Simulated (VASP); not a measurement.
Level of theory: PBEsol GGA, VASP's PBE PAW potentials (set 64) (plane waves; VASP).

VASP input:

INCAR:
```
SYSTEM = HgZn3Se4
PREC = Accurate; ENCUT = 400; LREAL = .FALSE.
LASPH = .TRUE.; ICHARG = 11
EDIFF = 1E-7; NELM = 100; ALGO = Normal
LMAXMIX = 6
ISMEAR = 0; SIGMA = 0.05
GGA = PS
LWAVE = .FALSE.; LCHARG = .FALSE.; LORBIT = 11
```

POSCAR:
```
HgZn3Se4
5.7592090
  0.9999999969   0.0000000000   0.0000000000
  0.0000000000   0.9999999969   0.0000000000
  0.0000000000   0.0000000000   0.9999999969
Zn Se Hg
3 4 1
direct
  1.0000000000   1.0000000000   0.0000000000
  0.5000000000   0.5000000000   1.0000000000
  0.5000000000   1.0000000000   0.5000000000
  0.2631508124   0.2368491876   0.2368491876
  0.7368491876   0.7631508124   0.2368491876
  0.7368491876   0.2368491876   0.7631508124
  0.2631508124   0.7631508124   0.7631508124
  1.0000000000   0.5000000000   0.5000000000
```

**KPOINTS**
```
k-points along high-symmetry lines
15
Line-mode
Reciprocal
  0.000000   0.000000   0.000000 ! GAMMA
  0.000000   0.500000   0.000000 ! X

  0.000000   0.500000   0.000000 ! X
  0.500000   0.500000   0.000000 ! M

  0.500000   0.500000   0.000000 ! M
  0.000000   0.000000   0.000000 ! GAMMA

  0.000000   0.000000   0.000000 ! GAMMA
  0.500000   0.500000   0.500000 ! R

  0.500000   0.500000   0.500000 ! R
  0.000000   0.500000   0.000000 ! X

  0.500000   0.500000   0.500000 ! R
  0.500000   0.500000   0.000000 ! M
```

POTCAR, in this order: Zn Se Hg (PBE.64 set). Program: vasp_std. Read from the step before: CHGCAR.

Output

**OSZICAR**
```
       N       E                     dE             d eps       ncg     rms          rms(c)
DAV:   1     0.522434688121E+03    0.52243E+03   -0.28684E+04  7740   0.152E+03
DAV:   2     0.355493944255E+02   -0.48689E+03   -0.47420E+03  7968   0.379E+02
DAV:   3    -0.220078584568E+02   -0.57557E+02   -0.56450E+02  8914   0.130E+02
DAV:   4    -0.238387648562E+02   -0.18309E+01   -0.18240E+01  8822   0.225E+01
DAV:   5    -0.238573902372E+02   -0.18625E-01   -0.18611E-01  8892   0.208E+00
DAV:   6    -0.238576436853E+02   -0.25345E-03   -0.25339E-03  8742   0.225E-01
DAV:   7    -0.238576487901E+02   -0.51048E-05   -0.51040E-05  8915   0.274E-02
DAV:   8    -0.238576489023E+02   -0.11220E-06   -0.11209E-06  7236   0.383E-03
DAV:   9    -0.238576489061E+02   -0.38326E-08   -0.39041E-08  5919   0.773E-04
   1 F= -.23857649E+02 E0= -.23857649E+02  d E =-.657940E-16
```

### OUTCAR
```
 val. band max:        1.5680077787   @ k =   0.0000   0.0000   0.0000

 cond. band min:       2.1332995440   @ k =   0.0000   0.0000   0.0000



 k-point     1 :       0.0000    0.0000    0.0000
  band No.  band energies     occupation
      1     -11.7940      2.00000
      2     -10.8101      2.00000
      3     -10.8101      2.00000
      4     -10.8101      2.00000
      5      -5.1420      2.00000
      6      -5.1420      2.00000
      7      -5.1420      2.00000
      8      -5.1327      2.00000
      9      -5.0941      2.00000
     10      -5.0941      2.00000
     11      -4.8804      2.00000
     12      -4.8804      2.00000
     13      -4.8804      2.00000
     14      -4.7861      2.00000
     15      -4.7861      2.00000
     16      -4.7861      2.00000
     17      -4.7281      2.00000
     18      -4.7281      2.00000
     19      -4.7011      2.00000
     20      -4.5779      2.00000
     21      -4.5779      2.00000
     22      -4.4798      2.00000
     23      -4.4798      2.00000
     24      -4.4798      2.00000
     25      -3.3730      2.00000
     26      -3.2345      2.00000
     27      -3.2345      2.00000
     28      -0.7464      2.00000
     29      -0.7464      2.00000
     30      -0.7464      2.00000
     31      -0.6196      2.00000
     32      -0.6196      2.00000
     33      -0.6196      2.00000
     34       1.5680      2.00000
     35       1.5680      2.00000
     36       1.5680      2.00000
     37       2.1333      0.00000
     38       3.9566      0.00000
     39       4.5015      0.00000
     40       4.5015      0.00000
     41       4.5015      0.00000
     42       5.2420      0.00000
     43       5.2420      0.00000

 k-point     2 :       0.0000    0.0357    0.0000
  band No.  band energies     occupation
      1     -11.7914      2.00000
      2     -10.8137      2.00000
      3     -10.8101      2.00000
      4     -10.8101      2.00000
      5      -5.1445      2.00000
      6      -5.1411      2.00000
...
```

The density is held fixed in this step, so its total energy and stress have no physical meaning. Unless said otherwise, spin-orbit coupling is left out, though it shifts the bands of the heavy elements here.

The structure was generated: HgZn3Se4 was put into an ordered model structure (P-43m), which need not be its known phase. It was relaxed first.
